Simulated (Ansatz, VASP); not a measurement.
# Cross-check of SnO2 (Cassiterite) between VASP and Ansatz, part 2 of 3

Wanted: the spread between two codes on one cell, functional and k mesh. The cell is taken from a series of VASP runs on this material, whose earlier steps may have relaxed, scaled or displaced it; both programs get it as it stands.

VASP 6.6.1 and Ansatz 0.2.0.

So far. Step 2 (VASP: band structure, PBE): The run ends at a pressure of 10.72 GPa, with forces up to 0.10 eV/Å.

## 4. Differences

Known differences besides the potentials themselves: the cutoff is 420 eV in Ansatz and 460 eV in VASP. Total energies have different zeros and are not compared.

The two programs side by side:

| quantity | Ansatz | VASP | difference |
| --- | --- | --- | --- |
| pressure (GPa) | 10.81 | 10.72 | +0.09 |
| pressure without Ansatz's Pulay correction (GPa) | 9.96 | 10.72 | -0.75 |
| gap over the path points (eV) | 1.257 | 1.248 | +0.008 |

Forces (eV/Å; atoms numbered as in POSCAR):

| atom | Ansatz x, y, z | VASP x, y, z |
| --- | --- | --- |
| Sn1 | 0.000, 0.000, 0.000 | 0.000, 0.000, 0.000 |
| Sn2 | 0.000, 0.000, 0.000 | 0.000, 0.000, 0.000 |
| O3 | -0.061, 0.061, 0.000 | -0.073, 0.073, 0.000 |
| O4 | 0.061, 0.061, 0.000 | 0.073, 0.073, 0.000 |
| O5 | 0.061, -0.061, 0.000 | 0.073, -0.073, 0.000 |
| O6 | -0.061, -0.061, 0.000 | -0.073, -0.073, 0.000 |

Levels at points of the path, from each program's valence-band top (eV; 4 filled, then empty):

| k (reciprocal lattice) | Ansatz | VASP |
| --- | --- | --- |
| 0.000 0.000 0.000 | -1.23 -0.78 -0.78 0.00 1.26 6.21 6.35 | -1.24 -0.79 -0.79 0.00 1.25 6.19 6.33 |
| 0.000 0.143 0.000 | -1.21 -1.20 -0.77 -0.10 1.79 6.00 6.44 | -1.22 -1.21 -0.77 -0.10 1.78 5.99 6.42 |
| 0.000 0.286 0.000 | -1.21 -1.19 -0.73 -0.35 2.83 5.59 6.71 | -1.22 -1.20 -0.73 -0.36 2.82 5.58 6.69 |
| 0.000 0.500 0.000 | -1.19 -1.19 -0.63 -0.63 4.45 4.45 7.13 | -1.20 -1.20 -0.63 -0.63 4.44 4.44 7.11 |
| 0.071 0.500 0.000 | -1.19 -1.19 -0.64 -0.64 4.47 4.47 7.15 | -1.20 -1.20 -0.65 -0.65 4.46 4.46 7.13 |
| 0.286 0.500 0.000 | -1.26 -1.26 -0.80 -0.80 4.71 4.71 7.39 | -1.27 -1.27 -0.81 -0.81 4.70 4.70 7.38 |
| 0.429 0.500 0.000 | -1.30 -1.30 -0.89 -0.89 4.85 4.85 7.53 | -1.31 -1.31 -0.89 -0.89 4.84 4.84 7.52 |
| 0.429 0.429 0.000 | -1.30 -1.29 -0.90 -0.86 4.73 4.93 7.50 | -1.31 -1.30 -0.90 -0.86 4.72 4.92 7.49 |
| 0.286 0.286 0.000 | -1.28 -1.20 -0.85 -0.58 3.70 5.33 7.14 | -1.29 -1.21 -0.85 -0.58 3.69 5.32 7.12 |
| 0.071 0.071 0.000 | -1.21 -1.00 -0.78 -0.05 1.55 6.07 6.43 | -1.22 -1.01 -0.79 -0.05 1.54 6.06 6.42 |

The forces differ by 7.7 meV/Å r.m.s., which is 15.9 % of the r.m.s. force of 0.05 eV/Å (both taken over all components). Among the levels compared at these points, filled levels agree within 9 meV and empty ones within 19 meV. Ansatz's pressure holds a Pulay correction of 0.85 GPa; VASP's holds none.

## 5. Other set-ups

Further runs change the set-up of one program: Ansatz's method, potentials or start, or VASP's data sets, cutoff or form of LDA. The table gives Ansatz less VASP for each quantity, since a change that brings one quantity closer may part another.

| run | r.m.s. force difference (meV/Å) | pressure (GPa) | gap over the path points (eV) |
| --- | --- | --- | --- |
| as above | 7.7 | 0.094 | 0.0085 |
| Ansatz's all-electron LAPW method | 8.9 | 0.044 | 0.012 |

## 6. VASP: band structure, r2SCAN

Levels along a path test the potential and the projectors away from the mesh points.

The input, INCAR:

```
SYSTEM = SnO2
PREC = Accurate
ENCUT = 460
EDIFF = 1E-06
NELM = 100
ISMEAR = 0
SIGMA = 0.03
LREAL = .FALSE.
ALGO = Normal
METAGGA = R2SCAN
LASPH = .TRUE.
NBANDS = 42
LORBIT = 11
LWAVE = .FALSE.
LCHARG = .FALSE.
KPAR = 8
```

The input, POSCAR:

```
SnO2
1.0
    4.7380000000      0.0000000000      0.0000000000
    0.0000000000      4.7380000000      0.0000000000
    0.0000000000      0.0000000000      3.1865000000
Sn O
2 4
Direct
    0.5000000000      0.5000000000      0.5000000000
    0.0000000000      0.0000000000      0.0000000000
    0.8059385347      0.1940614653      0.5000000000
    0.6940614653      0.6940614653      0.0000000000
    0.1940614653      0.8059385347      0.5000000000
    0.3059385347      0.3059385347      0.0000000000
```

The input, KPOINTS:

```
Automatic mesh
0
Gamma
6 6 6
0 0 0
```

The input, KPOINTS_OPT:

```
Line mode
8
Line-mode
Reciprocal
  0.00000000   0.00000000   0.00000000 GAMMA
  0.00000000   0.50000000   0.00000000 X

  0.00000000   0.50000000   0.00000000 X
  0.50000000   0.50000000   0.00000000 M

  0.50000000   0.50000000   0.00000000 M
  0.00000000   0.00000000   0.00000000 GAMMA

  0.00000000   0.00000000   0.00000000 GAMMA
  0.00000000   0.00000000   0.50000000 Z

  0.00000000   0.00000000   0.50000000 Z
  0.00000000   0.50000000   0.50000000 R

  0.00000000   0.50000000   0.50000000 R
  0.50000000   0.50000000   0.50000000 A

  0.50000000   0.50000000   0.50000000 A
  0.00000000   0.00000000   0.50000000 Z

  0.00000000   0.50000000   0.00000000 X
  0.00000000   0.50000000   0.50000000 R

  0.50000000   0.50000000   0.00000000 M
  0.50000000   0.50000000   0.50000000 A
```

The projector-augmented-wave data sets are Sn_d and O (PBE family, release 64).

Command:

```
> mpirun -np 8 vasp_std
```

Numbers of over 12 decimals in the logs are rounded to 6 here.

The program printed:

```text
[banner, memory and clock lines left out]
running    8 mpi-ranks, on    1 nodes
[...]
[... a notice as in an earlier step ...]

|                                                                             |
|               ----> ADVICE to this user running VASP <----                  |
|                                                                             |
|     You enforced a specific xc type in the INCAR file but a different       |
|     [... a line on the potential file left out ...]
|     I HOPE YOU KNOW WHAT YOU ARE DOING!                                     |
|                                                                             |

 LDA part: xc-table for (None), standard interpolation
 POSCAR, INCAR and KPOINTS ok, starting setup
[...]
entering main loop
       N       E                     dE             d eps       ncg     rms          rms(c)
DAV:   1     0.536977983270E+03    0.53698E+03   -0.22994E+04  3976   0.183E+03
DAV:   2    -0.608007845291E+01   -0.54306E+03   -0.50179E+03  3488   0.537E+02
[...]
DAV:  15    -0.846246683150E+02   -0.49516E-06   -0.14082E-06  2610   0.706E-03
   1 F= -.84624668E+02 E0= -.84624668E+02  d E =-.389309E-15
 Start KPOINTS_OPT (optional k-point list driver)
k-point batch [1-40\72]
       N       E                     dE             ncg
DAV:   1     0.121188391827E+05   -0.25721E+05     4050
DAV:   2    -0.926862442325E+04   -0.21387E+05     3440
DAV:   3    -0.128788350701E+05   -0.36102E+04     3914
DAV:   4    -0.130431968192E+05   -0.16436E+03     3754
DAV:   5    -0.130473256123E+05   -0.41288E+01     4708
DAV:   6    -0.130474349874E+05   -0.10938E+00     3982
DAV:   7    -0.130474422577E+05   -0.72703E-02     5062
DAV:   8    -0.130474422910E+05   -0.33325E-04     3574
DAV:   9    -0.130474422916E+05   -0.54965E-06     2510
k-point batch [41-72\72]
       N       E                     dE             ncg
DAV:   1     0.239276735339E+05   -0.44098E+05     3254
DAV:   2     0.691228035219E+04   -0.17015E+05     2752
DAV:   3     0.397139462676E+04   -0.29409E+04     3104
DAV:   4     0.383342545408E+04   -0.13797E+03     3000
DAV:   5     0.382989779758E+04   -0.35277E+01     3656
DAV:   6     0.382980331731E+04   -0.94480E-01     3150
DAV:   7     0.382979662264E+04   -0.66947E-02     3972
DAV:   8     0.382979659341E+04   -0.29237E-04     2800
DAV:   9     0.382979659292E+04   -0.48981E-06     2046
```

From OUTCAR (step 6):

```text
  Total        1.3446189      1.3446189      1.9891048     -0.0000000      0.0000000      0.0000000
  in kB       30.1165880     30.1165880     44.5516932     -0.0000000      0.0000000      0.0000000
  external PRESSURE =      34.9282898 kB  Pullay stress =       0.0000000 kB

 POSITION                                       TOTAL-FORCE (eV/Angst)
 -----------------------------------------------------------------------------------
      2.36900      2.36900      1.59325         0.000000      0.000000      0.000000
      0.00000      0.00000      0.00000         0.000000      0.000000      0.000000
      3.81854      0.91946      1.59325        -0.057818      0.057818     -0.000000
      3.28846      3.28846      0.00000         0.057818      0.057818     -0.000000
      0.91946      3.81854      1.59325         0.057818     -0.057818      0.000000
      1.44954      1.44954      0.00000        -0.057818     -0.057818      0.000000
 -----------------------------------------------------------------------------------
    total drift:                                0.000000      0.000000      0.000000

  FREE ENERGIE OF THE ION-ELECTRON SYSTEM (eV)
  ---------------------------------------------------
  free  energy   TOTEN  =       -84.6246683150 eV

  energy  without entropy=      -84.6246683150  energy(sigma->0) =      -84.62466832

[... 2 parts as in an earlier step ...]

[... 1 further part left out ...]
[key lines of the parts left out:]
E-fermi :   5.8693
```

The run ends at a pressure of 3.49 GPa, with forces up to 0.082 eV/Å.

## 7. Ansatz: band structure, r2SCAN

The same cell, functional, mesh and smearing now go to Ansatz, which takes its cutoff from its data sets.

The cell is taken from a series of VASP runs on this material, whose earlier steps may have relaxed, scaled or displaced it; both programs get it as it stands.

The input, input.yaml:

```yaml
crystal:
  lattice:
    - [4.738, 0.0, 0.0]
    - [0.0, 4.738, 0.0]
    - [0.0, 0.0, 3.1865]
  atoms:
    - { symbol: Sn, position: [0.5, 0.5, 0.5] }
    - { symbol: Sn, position: [0.0, 0.0, 0.0] }
    - { symbol: O, position: [0.8059385347, 0.1940614653, 0.5] }
    - { symbol: O, position: [0.6940614653, 0.6940614653, 0.0] }
    - { symbol: O, position: [0.1940614653, 0.8059385347, 0.5] }
    - { symbol: O, position: [0.3059385347, 0.3059385347, 0.0] }
hamiltonian:
  xc: r2scan
  pseudopotentials: { kind: paw }
kpoints:
  mp_grid: { grid: [6, 6, 6] }
  band_path:
    path:
      - [0.0, 0.0, 0.0]
      - [0.0, 0.14286, 0.0]
      - [0.0, 0.28571, 0.0]
      - [0.0, 0.5, 0.0]
      - [0.07143, 0.5, 0.0]
      - [0.28571, 0.5, 0.0]
      - [0.42857, 0.5, 0.0]
      - [0.42857, 0.42857, 0.0]
      - [0.28571, 0.28571, 0.0]
      - [0.07143, 0.07143, 0.0]
      - [0.0, 0.0, 0.0]
      - [0.0, 0.0, 0.14286]
      - [0.0, 0.0, 0.35714]
      - [0.0, 0.0, 0.5]
      - [0.0, 0.14286, 0.5]
      - [0.0, 0.28571, 0.5]
      - [0.0, 0.5, 0.5]
      - [0.07143, 0.5, 0.5]
      - [0.28571, 0.5, 0.5]
      - [0.42857, 0.5, 0.5]
      - [0.5, 0.5, 0.5]
      - [0.28571, 0.28571, 0.5]
      - [0.14286, 0.14286, 0.5]
      - [0.0, 0.5, 0.0]
      - [0.0, 0.5, 0.14286]
      - [0.0, 0.5, 0.35714]
      - [0.0, 0.5, 0.5]
      - [0.5, 0.5, 0.14286]
      - [0.5, 0.5, 0.28571]
      - [0.5, 0.5, 0.5]
    npoints: 1
scf:
  occupations: { method: gaussian, width: 0.03 }
  n_extra_bands: 9
output:
  forces: true
  stress: true
  eigenvalues: true
```

Command:

```
> ansatz run input.yaml --threads 4 --pin off --max-ram 9216MiB --backend cpu --events-out ev --progress --plain --runs-dir out
```

The program printed:

```text
[...]
Crystal: 6 atoms, lattice volume = 71.533 Å³
Basis set: ecut = 500 eV, 1835 PW (Γ), exchange–correlation on 144×144×96 points (64 copies of the dense FFT grid, shifted against one another)
Bands: 35, of which v1, the nominal top of the filled ones, is band 26 counted from 1 (25 counted from 0)
Symmetry: 16 space group operations
[...]
k-points: 40 of 216
[...]
k-point 0: bands = [... 22 lower, 7.8885, 8.3054, 8.3054, 9.0844, 11.0181, 16.0363, 16.2155, 16.2155, ... 5 higher]
  k-point 1: bands = [... 22 lower, 6.9918, 8.3251, 8.3251, 8.8479, 12.4792, 16.5687, 17.3295, 17.3295, ... 5 higher]
  k-point 2: bands = [... 22 lower, 6.6187, 8.0808, 8.0808, 8.2137, 14.6160, 16.8998, 18.7837, 19.4142, ... 5 higher]
  k-point 39: bands = [... 22 lower, 8.1214, 8.1214, 8.2193, 8.2193, 14.7486, 14.7486, 18.8081, 18.8081, ... 5 higher]
[key lines of the parts left out:]
SCF converged after 7 iterations
Free energy (F): -14352.418333 eV
Fermi energy:    10.051261 eV
P = ⅓ Tr σ = 3.0595 GPa (30.595 kbar)
```

Elapsed: 3.6 s, on 4 threads of Intel Xeon at 2.60GHz (Ice Lake), shared host; peak memory 0.61 GiB; 13 s of CPU time.

## 8. Comparison

What differs besides the data sets and the points named for the pairs above, as far as they apply: VASP keeps PBE cores, Ansatz makes them for the functional; the cutoff is 500 eV in Ansatz and 460 eV in VASP. Total energies have different zeros and are not compared.

Compared:

| quantity | Ansatz | VASP | difference |
| --- | --- | --- | --- |
| pressure (GPa) | 3.06 | 3.49 | -0.43 |
| pressure without Ansatz's Pulay correction (GPa) | 2.98 | 3.49 | -0.52 |
| gap over the path points (eV) | 1.934 | 1.962 | -0.029 |

Forces (eV/Å; atoms numbered as in POSCAR):

| atom | Ansatz x, y, z | VASP x, y, z |
| --- | --- | --- |
| Sn1 | 0.000, 0.000, 0.000 | 0.000, 0.000, 0.000 |
| Sn2 | 0.000, 0.000, 0.000 | 0.000, 0.000, 0.000 |
| O3 | -0.038, 0.038, 0.000 | -0.058, 0.058, 0.000 |
| O4 | 0.038, 0.038, 0.000 | 0.058, 0.058, 0.000 |
| O5 | 0.038, -0.038, 0.000 | 0.058, -0.058, 0.000 |
| O6 | -0.038, -0.038, 0.000 | -0.058, -0.058, 0.000 |

Levels at points of the path, from each program's valence-band top (eV; 4 filled, then empty):

| k (reciprocal lattice) | Ansatz | VASP |
| --- | --- | --- |
| 0.000 0.000 0.000 | -1.20 -0.78 -0.78 0.00 1.93 6.95 7.13 | -1.21 -0.79 -0.79 0.00 1.96 6.95 7.13 |
| 0.000 0.143 0.000 | -1.18 -1.17 -0.76 -0.10 2.43 6.75 7.21 | -1.19 -1.17 -0.78 -0.10 2.46 6.75 7.22 |
| 0.000 0.286 0.000 | -1.18 -1.15 -0.72 -0.35 3.48 6.34 7.48 | -1.19 -1.17 -0.73 -0.35 3.50 6.35 7.48 |
| 0.000 0.500 0.000 | -1.15 -1.15 -0.63 -0.63 5.14 5.14 7.89 | -1.17 -1.17 -0.63 -0.63 5.16 5.16 7.89 |
| 0.071 0.500 0.000 | -1.16 -1.16 -0.64 -0.64 5.17 5.17 7.92 | -1.17 -1.17 -0.65 -0.65 5.18 5.18 7.92 |
| 0.286 0.500 0.000 | -1.23 -1.23 -0.82 -0.82 5.42 5.42 8.17 | -1.24 -1.24 -0.82 -0.82 5.43 5.43 8.17 |
| 0.429 0.500 0.000 | -1.27 -1.27 -0.92 -0.92 5.57 5.57 8.30 | -1.29 -1.29 -0.92 -0.92 5.58 5.58 8.31 |
| 0.429 0.429 0.000 | -1.27 -1.25 -0.92 -0.89 5.44 5.66 8.28 | -1.29 -1.27 -0.93 -0.89 5.45 5.67 8.28 |
| 0.286 0.286 0.000 | -1.25 -1.16 -0.86 -0.58 4.37 6.07 7.91 | -1.26 -1.18 -0.87 -0.59 4.39 6.08 7.91 |
| 0.071 0.071 0.000 | -1.18 -0.98 -0.78 -0.05 2.20 6.83 7.21 | -1.20 -0.99 -0.80 -0.05 2.23 6.83 7.21 |

The forces differ by 13 meV/Å r.m.s., which is 34.5 % of the r.m.s. force of 0.04 eV/Å (both taken over all components). Among the levels compared at these points, filled levels agree within 17 meV and empty ones within 29 meV. Ansatz's pressure holds a Pulay correction of 0.08 GPa; VASP's holds none.

## 9. What the set-up changes

Further runs change the set-up of one program: Ansatz's method, potentials or start, or VASP's data sets, cutoff or form of LDA. The table gives Ansatz less VASP for each quantity, since a change that brings one quantity closer may part another.

| run | r.m.s. force difference (meV/Å) | pressure (GPa) | gap over the path points (eV) | pressure without Ansatz's Pulay correction (GPa) |
| --- | --- | --- | --- | --- |
| as above | 13 | -0.43 | -0.029 | -0.52 |
| cores kept as stored | 13 | -0.39 | -0.029 | -0.47 |
| Ansatz's all-electron LAPW method | 14 | -0.48 | -0.022 |  |
| Ansatz's larger PAW set (cutoff 900 eV) | 13 | -0.36 | -0.028 |  |
| norm-conserving potentials (cutoff 1290 eV) | 17 | -0.60 | -0.056 |  |

## 10. VASP: band structure, r2SCAN, spin-orbit coupling

Levels along a path test the potential and the projectors away from the mesh points.

INCAR: that of step 6 with these lines changed.

```diff
@@ -11,3 +11,7 @@
 LASPH = .TRUE.
-NBANDS = 42
+LNONCOLLINEAR = .TRUE.
+MAGMOM = 0 0 0 0 0 0 0 0 0 0 0 0 0 0 0 0 0 0
+NBANDS = 64
+GGA_COMPAT = .FALSE.
+LSORBIT = .TRUE.
 LORBIT = 11
```

POSCAR is that of step 6.

KPOINTS is that of step 6.

KPOINTS_OPT is that of step 6.

Command:

```
> mpirun -np 8 vasp_ncl
```

The program printed:

```text
[banner, memory and clock lines left out]
running    8 mpi-ranks, on    1 nodes
[...]
[... a notice as in an earlier step ...]

 [... a notice as in an earlier step ...]

 LDA part: xc-table for (None), standard interpolation
 POSCAR, INCAR and KPOINTS ok, starting setup
[...]
entering main loop
       N       E                     dE             d eps       ncg     rms          rms(c)
DAV:   1     0.724117461129E+03    0.72412E+03   -0.22780E+04  5904   0.244E+03
DAV:   2     0.599574650936E+02   -0.66416E+03   -0.63086E+03  5464   0.766E+02
DAV:   3    -0.907299068440E+02   -0.15069E+03   -0.14731E+03  5496   0.275E+02
DAV:   4    -0.103064602658E+03   -0.12335E+02   -0.12207E+02  6296   0.878E+01
[...]
DAV:  16    -0.846928310371E+02   -0.22722E-05   -0.50026E-07  3400   0.797E-03    0.171E-02
DAV:  17    -0.846928298223E+02    0.12148E-05   -0.28533E-06  4680   0.138E-02    0.811E-03
DAV:  18    -0.846928296486E+02    0.17371E-06   -0.67215E-07  3192   0.658E-03
   1 F= -.84692830E+02 E0= -.84692830E+02  d E =-.525117E-14  mag=    -0.0000     0.0000    -0.0000
 Start KPOINTS_OPT (optional k-point list driver)
k-point batch [1-40\72]
       N       E                     dE             ncg
DAV:   1     0.199470837271E+05   -0.13877E+05     5984
DAV:   2    -0.674467341004E+04   -0.26692E+05     5440
DAV:   3    -0.125842537049E+05   -0.58396E+04     5600
DAV:   4    -0.130358928539E+05   -0.45164E+03     6112
[...]
DAV:   8    -0.130499122640E+05   -0.28063E-03     7752
DAV:   9    -0.130499122671E+05   -0.30474E-05     4400
DAV:  10    -0.130499122675E+05   -0.40374E-06     3912
k-point batch [41-72\72]
       N       E                     dE             ncg
DAV:   1     0.291748513424E+05   -0.36058E+05     4808
DAV:   2     0.820394923858E+04   -0.20971E+05     4320
DAV:   3     0.357525544900E+04   -0.46287E+04     4336
DAV:   4     0.321420202842E+04   -0.36105E+03     5112
[...]
DAV:   8     0.320325740275E+04   -0.25274E-03     6264
DAV:   9     0.320325740013E+04   -0.26193E-05     3576
DAV:  10     0.320325739979E+04   -0.34357E-06     3184
```

OUTCAR, selected parts (step 10):

```text
  Total        1.3148040      1.3148040      1.9547757     -0.0000000      0.0000000      0.0000000
  in kB       29.4487977     29.4487977     43.7827947     -0.0000000      0.0000000      0.0000000
  external PRESSURE =      34.2267967 kB  Pullay stress =       0.0000000 kB

 POSITION                                       TOTAL-FORCE (eV/Angst)
 -----------------------------------------------------------------------------------
      2.36900      2.36900      1.59325         0.000000     -0.000000     -0.000000
      0.00000      0.00000      0.00000         0.000000     -0.000000     -0.000000
      3.81854      0.91946      1.59325        -0.056992      0.056992     -0.000000
      3.28846      3.28846      0.00000         0.056992      0.056992     -0.000000
      0.91946      3.81854      1.59325         0.056992     -0.056992     -0.000000
      1.44954      1.44954      0.00000        -0.056992     -0.056992      0.000000
 -----------------------------------------------------------------------------------
    total drift:                                0.000000      0.000000      0.000000

  FREE ENERGIE OF THE ION-ELECTRON SYSTEM (eV)
  ---------------------------------------------------
  free  energy   TOTEN  =       -84.6928296486 eV

  energy  without entropy=      -84.6928296486  energy(sigma->0) =      -84.69282965

 magnetization (x)
# of ion       s       p       d       tot
------------------------------------------
    1        0.000   0.000   0.000   0.000
    2        0.000   0.000   0.000   0.000
    3        0.000   0.000   0.000   0.000
    4        0.000   0.000   0.000   0.000
    5        0.000   0.000   0.000   0.000
    6        0.000   0.000   0.000   0.000
--------------------------------------------------
tot          0.000   0.000   0.000   0.000

 magnetization (y)
# of ion       s       p       d       tot
------------------------------------------
    1        0.000   0.000   0.000   0.000
    2        0.000   0.000   0.000   0.000
    3        0.000   0.000   0.000   0.000
    4        0.000   0.000   0.000   0.000
    5        0.000   0.000   0.000   0.000
    6        0.000   0.000   0.000   0.000
--------------------------------------------------
tot          0.000   0.000   0.000   0.000

 magnetization (z)
# of ion       s       p       d       tot
------------------------------------------
    1       -0.000  -0.000   0.000  -0.000
    2       -0.000  -0.000   0.000  -0.000
    3        0.000   0.000   0.000   0.000
    4        0.000   0.000   0.000   0.000
    5        0.000   0.000   0.000   0.000
    6        0.000   0.000   0.000   0.000
--------------------------------------------------
tot         -0.000  -0.000   0.000  -0.000

[... 1 part as in an earlier step ...]

[... 2 further parts left out ...]
[key lines of the parts left out:]
E-fermi :   5.8593
```

The run ends at a pressure of 3.42 GPa, with forces up to 0.081 eV/Å.

(Part 2 of 3 ends here.)

[Lines on the potential files, build, host, timing and source positions are cut from VASP's logs without a mark.]

[Logs are printed without paths, hosts, clocks, repeated set-up lines and the standing remarks that a program may print on its own settings, such as how far it seeks lower states.]

[Hosts, paths, dates, database ids (printed as entryN), source tags and the programs' standing remarks are cut or masked in the printed files.]
